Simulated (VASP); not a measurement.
Output of a VASP run:

### OUTCAR
```
 ion  position               nearest neighbor table
   1  0.000  0.000  0.000-
  LATTYP: Found a body centered cubic cell.
 ALAT       =     4.1679153814
 Subroutine PRICEL returns:
 Original cell was already a primitive cell.
 Subroutine GETGRP returns: Found 48 space group operations
The static configuration has the point symmetry O_h .
The dynamic configuration has the point symmetry O_h .
 Subroutine INISYM returns: Found 48 space group operations
 Subroutine IBZKPT returns following result:
 Found     72 irreducible k-points:

 Following reciprocal coordinates:
            Coordinates               Weight
  0.000000  0.000000  0.000000      1.000000
  0.083333  0.000000  0.000000     12.000000
  0.166667  0.000000  0.000000     12.000000
  0.250000  0.000000  0.000000     12.000000
  0.333333  0.000000  0.000000     12.000000
  0.416667  0.000000  0.000000     12.000000
  0.500000  0.000000  0.000000      6.000000
  0.083333  0.083333  0.000000     24.000000
  0.166667  0.083333  0.000000     48.000000
  0.250000  0.083333 -0.000000     48.000000
  0.333333  0.083333  0.000000     48.000000
  0.416667  0.083333 -0.000000     48.000000
  0.166667  0.166667  0.000000     24.000000
  0.250000  0.166667 -0.000000     48.000000
  0.333333  0.166667  0.000000     48.000000
  0.416667  0.166667 -0.000000     24.000000
  0.250000  0.250000  0.000000     24.000000
  0.333333  0.250000  0.000000     48.000000
  0.333333  0.333333  0.000000      8.000000
  0.083333  0.083333  0.083333      8.000000
  0.166667  0.083333  0.083333     24.000000
  0.250000  0.083333  0.083333     24.000000
  0.333333  0.083333  0.083333     24.000000
  0.416667  0.083333  0.083333     12.000000
 -0.083333  0.083333  0.083333      6.000000
  0.166667  0.166667  0.083333     24.000000
  0.250000  0.166667  0.083333     48.000000
  0.333333  0.166667  0.083333     48.000000
 -0.166667  0.166667  0.083333     24.000000
  0.250000  0.250000  0.083333     24.000000
  0.333333  0.250000  0.083333     24.000000
 -0.250000  0.250000  0.083333     24.000000
 -0.166667  0.250000  0.083333     24.000000
 -0.333333  0.333333  0.083333     24.000000
 -0.250000  0.333333  0.083333     48.000000
 -0.416667  0.416667  0.083333     24.000000
 -0.333333  0.416667  0.083333     48.000000
 -0.250000  0.416667  0.083333     24.000000
  0.500000  0.500000  0.083333     12.000000
 -0.416667  0.500000  0.083333     48.000000
   k-points           NKPTS =     72   k-points in BZ     NKDIM =     72   number of bands    NBANDS=      7
   number of dos      NEDOS =    301   number of ions     NIONS =      1
   total plane-waves  NPLWV =  21952
   dimension x,y,z NGX =    28 NGY =   28 NGZ =   28
   dimension x,y,z NGXF=    56 NGYF=   56 NGZF=   56
   ions per type =               1
   PREC   = accura    normal or accurate (medium, high low for compatibility)
   ISTART =      0    job   : 0-new  1-cont  2-samecut
   ICHARG =      2    charge: 1-file 2-atom 10-const
   ISPIN  =      1    spin polarized calculation?
   LNONCOLLINEAR =      F non collinear calculations
   LSORBIT =      F    spin-orbit coupling
   INIWAV =      1    electr: 0-lowe 1-rand  2-diag
   ENCUT  =  480.0 eV  35.28 Ry    5.94 a.u.   6.45  6.45  6.45*2*pi/ulx,y,z
   NELM   =    100;   NELMIN=  2; NELMDL= -5     # of ELM steps
   EDIFF  = 0.1E-06   stopping-criterion for ELM
   LREAL  =      F    real-space projection
   NLSPLINE    = F    spline interpolate recip. space projectors
   LMAXMIX     =    2 max onsite mixed and CHGCAR
   VOSKOWN=      0    Vosko Wilk Nusair interpolation
   EDIFFG = 0.1E-05   stopping-criterion for IOM
   NSW    =      0    number of steps for IOM
   NBLOCK =      1;   KBLOCK =      1    inner block; outer block
   IBRION =     -1    ionic relax: 0-MD 1-quasi-New 2-CG
   NFREE  =      0    steps in history (QN), initial steepest desc. (CG)
...
```

**OSZICAR**
```
       N       E                     dE             d eps       ncg     rms          rms(c)
DAV:   1     0.165228416018E+02    0.16523E+02   -0.39060E+03  1008   0.802E+02
DAV:   2    -0.360376090253E+01   -0.20127E+02   -0.20122E+02  1050   0.140E+02
DAV:   3    -0.401344203704E+01   -0.40968E+00   -0.40968E+00  1435   0.283E+01
DAV:   4    -0.401623095371E+01   -0.27889E-02   -0.27889E-02  1169   0.195E+00
DAV:   5    -0.401627395884E+01   -0.43005E-04   -0.43005E-04  1393   0.210E-01    0.194E-01
DAV:   6    -0.330184549703E+01    0.71443E+00   -0.15480E-01  1022   0.767E+00    0.333E-01
DAV:   7    -0.353544422839E+01   -0.23360E+00   -0.19695E-01  1036   0.481E+00    0.254E-01
DAV:   8    -0.350362222528E+01    0.31822E-01   -0.11022E-02  1022   0.108E+00    0.318E-01
DAV:   9    -0.356458854214E+01   -0.60966E-01   -0.36530E-02  1036   0.289E+00    0.400E-02
DAV:  10    -0.355806390250E+01    0.65246E-02   -0.40245E-03  1008   0.108E+00    0.622E-02
DAV:  11    -0.356530774396E+01   -0.72438E-02   -0.16741E-03  1008   0.649E-01    0.387E-02
DAV:  12    -0.355139258260E+01    0.13915E-01   -0.36844E-03  1008   0.795E-01    0.147E-02
DAV:  13    -0.354949362752E+01    0.18990E-02   -0.73984E-04  1008   0.186E-01    0.128E-02
DAV:  14    -0.354947390007E+01    0.19727E-04   -0.98476E-06  1337   0.275E-02    0.135E-02
DAV:  15    -0.354962733085E+01   -0.15343E-03   -0.28024E-05  1008   0.509E-02    0.638E-03
DAV:  16    -0.354946709722E+01    0.16023E-03   -0.34963E-05  1008   0.460E-02    0.489E-03
DAV:  17    -0.354940098869E+01    0.66109E-04   -0.83520E-06  1008   0.359E-02    0.317E-03
DAV:  18    -0.354936057945E+01    0.40409E-04   -0.30006E-06  1050   0.144E-02    0.215E-03
DAV:  19    -0.354933330301E+01    0.27276E-04   -0.59870E-07  1078   0.755E-03    0.156E-03
DAV:  20    -0.354931989976E+01    0.13403E-04   -0.81390E-08  1127   0.377E-03    0.120E-03
DAV:  21    -0.354929785234E+01    0.22047E-04   -0.93594E-08  1022   0.370E-03    0.625E-04
DAV:  22    -0.354928205281E+01    0.15800E-04   -0.24232E-07  1022   0.342E-03    0.213E-04
DAV:  23    -0.354927609319E+01    0.59596E-05   -0.27992E-08  1036   0.190E-03    0.590E-05
DAV:  24    -0.354927393119E+01    0.21620E-05   -0.56159E-09   595   0.850E-04    0.147E-05
DAV:  25    -0.354927372023E+01    0.21096E-06   -0.11476E-09   553   0.434E-04    0.888E-06
DAV:  26    -0.354927376233E+01   -0.42094E-07   -0.22416E-10   539   0.172E-04
   1 F= -.35492738E+01 E0= -.35490191E+01  d E =-.764067E-03
```

### OUTCAR
```
------------------------ aborting loop because EDIFF is reached ----------------------------------------
  FORCE on cell =-STRESS in cart. coord.  units (eV):
  Direction    XX          YY          ZZ          XY          YZ          ZX
  --------------------------------------------------------------------------------------
  Total        0.0890045      0.0890045      0.0890045     -0.0000000     -0.0000000      0.0000000
  in kB        3.9390908      3.9390908      3.9390908     -0.0000000     -0.0000000      0.0000000
  external PRESSURE =       3.9390908 kB  Pullay stress =       0.0000000 kB
  volume of cell :       36.20
      direct lattice vectors                 reciprocal lattice vectors
    -2.083957691  2.083957691  2.083957691     0.000000000  0.239928096  0.239928096
     2.083957691 -2.083957691  2.083957691     0.239928096  0.000000000  0.239928096
     2.083957691  2.083957691 -2.083957691     0.239928096  0.239928096  0.000000000
 POSITION                                       TOTAL-FORCE (eV/Angst)
 -----------------------------------------------------------------------------------
      0.00000      0.00000      0.00000         0.000000     -0.000000     -0.000000
 -----------------------------------------------------------------------------------
    total drift:                                0.000000     -0.000000      0.000000
  FREE ENERGIE OF THE ION-ELECTRON SYSTEM (eV)
  ---------------------------------------------------
  free  energy   TOTEN  =        -3.5492737623 eV

  energy  without entropy=       -3.5485096951  energy(sigma->0) =       -3.54901907
```
(Selected blocks of OUTCAR.)

POSCAR:
```
Na
1
   -2.0839576907     2.0839576907     2.0839576907
    2.0839576907    -2.0839576907     2.0839576907
    2.0839576907     2.0839576907    -2.0839576907
Na
1
Direct
  0.0000000000   0.0000000000   0.0000000000
```

**Question.** Reconstruct the remaining input files.

**Answer.** This is not unique; one that fits is the input of the run itself, r2SCAN meta-GGA, plane waves, VASP's PBE PAW potentials (set 64).

**KPOINTS**
```
Automatic
0
Gamma
 12 12 12
0 0 0
```

INCAR:
```
ALGO = Normal
EDIFF = 1E-7
ENCUT = 480
ISIF = 2
ISMEAR = 1
LASPH = .TRUE.
LCHARG = .FALSE.
LMIXTAU = .TRUE.
LREAL = .FALSE.
LWAVE = .FALSE.
METAGGA = R2SCAN
NELM = 100
PREC = Accurate
SIGMA = 0.1
SYSTEM = Na
```

POTCAR, in this order: Na_pv (PBE.64 set). Program: vasp_std.

The compound is Na in the bcc structure. It was relaxed first, which changed the volume by -6 %.
